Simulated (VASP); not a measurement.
Input:

```
CSi
1.0
    0.00000     2.19688     2.19688
    2.19688     0.00000     2.19688
    2.19688     2.19688     0.00000
Si C
1 1
Cartesian
  0.00000   0.00000   0.00000
  1.09844   1.09844   1.09844
```

The numbers are results of revPBE GGA, VASP's PBE PAW potentials (set 64) (plane waves; VASP), not measurements. Run with 520 eV cut-off, 10×10×10 Γ-centred mesh, Gaussian smearing of 0.050 eV, potentials Si C.

Problem. Predict the energy per atom (σ→0), band gap (on the k-mesh) with the smallest direct gap where there is one.

Solution. 
The band gap (on the k-mesh) is 1.38 eV and the smallest direct gap (on the k-mesh) comes out as 4.51 eV. The energy per atom (σ→0) is -7.226 eV/atom.

The absolute energy has meaning only against runs of the same code, potentials and settings.

The compound is SiC in the zinc blende structure. It was relaxed first.
